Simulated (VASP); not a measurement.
Input of a VASP 6.6.1 run:

INCAR

```
SYSTEM = MnCoO2
ALGO     = Fast           ! electronic algorithm
EDIFF    = 1E-6           ! SCF threshold, eV
ENCUT    = 520            ! plane-wave cutoff, eV
GGA      = PE             ! functional
GGA_COMPAT= .False.      
ISIF     = 2              ! what is computed and relaxed
ISMEAR   = -1             ! smearing method
LASPH    = .True.         ! aspherical terms in the spheres
LCHARG   = .False.        ! write CHGCAR
LMAXMIX  = 4              ! l up to which the mixer works
LORBIT   = 11             ! projections on sites
LORBMOM  = .True.       
LREAL    = .False.        ! projectors in reciprocal space
LSORBIT  = .True.         ! spin-orbit coupling
LWAVE    = .False.        ! write WAVECAR
MAGMOM   = 0 -1.196 4.338 0 0.797 -2.892 0 0 0 0 0 0 ! initial moments
NBANDS   = 48             ! bands
NELM     = 150            ! most SCF steps
PREC     = Accurate       ! precision mode
SIGMA    = 0.1            ! smearing width, eV
```

File KPOINTS:

```
k-points
0
Gamma
  7 7 7
  0 0 0
```

POSCAR

```
MnCoO2
1.0
    1.4251076200      2.4683570100      0.0000000000
   -1.4251076200      2.4683570100      0.0000000000
    0.0000000000     -1.6455716800      5.9709276000
Mn Co O
1 1 2
Direct
    0.0000000000      0.0000000000      0.0000000000
    0.5000000000      0.5000000000      0.5000000000
    0.1121500000      0.1121500000      0.3364500000
    0.8878500000      0.8878500000      0.6635500000
```

Potentials or basis: VASP PAW PBE potentials, release 64 (Mn_pv, Co, O).

The run is started by

```sh
$ cat potpaw_PBE.64/Mn_pv/POTCAR potpaw_PBE.64/Co/POTCAR potpaw_PBE.64/O/POTCAR > POTCAR
$ mpirun -np 1 vasp_ncl > vasp.out
```

(1) What does it give for the pressure?

(2) Estimate the net moment.

(3) What does it give for the largest force?

Answers

(1) -0.4 GPa.

(2) 3.85 μB per cell.

(3) 0.958 eV/Å.

Caveat: the k mesh is coarse (spacing up to 0.37 Å⁻¹), so the values aren't converged.
